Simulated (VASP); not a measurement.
OSZICAR of a VASP run on Sn (beta):

OSZICAR:
```
       N       E                     dE             d eps       ncg     rms          rms(c)
DAV:   1     0.187135759286E+03    0.18714E+03   -0.13115E+04  5884   0.206E+03
DAV:   2     0.895097129653E+01   -0.17818E+03   -0.17633E+03  5890   0.406E+02
DAV:   3    -0.714060538581E+01   -0.16092E+02   -0.15938E+02  6654   0.132E+02
DAV:   4    -0.761115767301E+01   -0.47055E+00   -0.46926E+00  6710   0.248E+01
DAV:   5    -0.762885297923E+01   -0.17695E-01   -0.17695E-01  7778   0.431E+00    0.221E+00
DAV:   6    -0.761490735638E+01    0.13946E-01   -0.33881E-02  7586   0.281E+00    0.124E+00
DAV:   7    -0.761199740386E+01    0.29100E-02   -0.20870E-02  7598   0.215E+00    0.162E-01
DAV:   8    -0.761197547292E+01    0.21931E-04   -0.19084E-03  6670   0.646E-01    0.359E-02
DAV:   9    -0.761198410516E+01   -0.86322E-05   -0.55823E-05  7516   0.776E-02    0.141E-02
DAV:  10    -0.761198292930E+01    0.11759E-05   -0.75379E-06  6980   0.389E-02    0.185E-03
DAV:  11    -0.761198295315E+01   -0.23850E-07   -0.29597E-07  3220   0.789E-03
   1 F= -.76119830E+01 E0= -.76118356E+01  d E =-.761198E+01
       N       E                     dE             d eps       ncg     rms          rms(c)
DAV:   1    -0.761256773605E+01   -0.58481E-03   -0.12851E-02  6430   0.194E+00    0.127E-01
DAV:   2    -0.761212021368E+01    0.44752E-03   -0.82353E-04  6900   0.492E-01    0.575E-02
DAV:   3    -0.761201269513E+01    0.10752E-03   -0.33554E-04  7718   0.300E-01    0.760E-03
DAV:   4    -0.761200390942E+01    0.87857E-05   -0.12289E-05  6326   0.454E-02    0.241E-03
DAV:   5    -0.761200242991E+01    0.14795E-05   -0.42792E-07  3112   0.800E-03    0.992E-04
DAV:   6    -0.761200201059E+01    0.41932E-06   -0.22877E-07  3056   0.720E-03
   2 F= -.76120020E+01 E0= -.76118588E+01  d E =-.190574E-04
```

### Question
Which electronic solver shows in the log?

### Answer
It is blocked Davidson (ALGO = Normal, or the opening steps of other solvers). The INCAR had ALGO = Normal.

### Question
Can the final energy be trusted as converged?

### Answer
The run converged. It stopped with EDIFF = 1E-6, NELM = 100, NSW = 60 and EDIFFG = -0.01 after 2 ionic steps (PBE GGA, plane waves, VASP's PBE PAW potentials (set 64)).

The compound is Sn in the beta structure. This run relaxes it. Symmetry was kept, so distortions that lower it aren't found. The start is the result of an earlier pass.
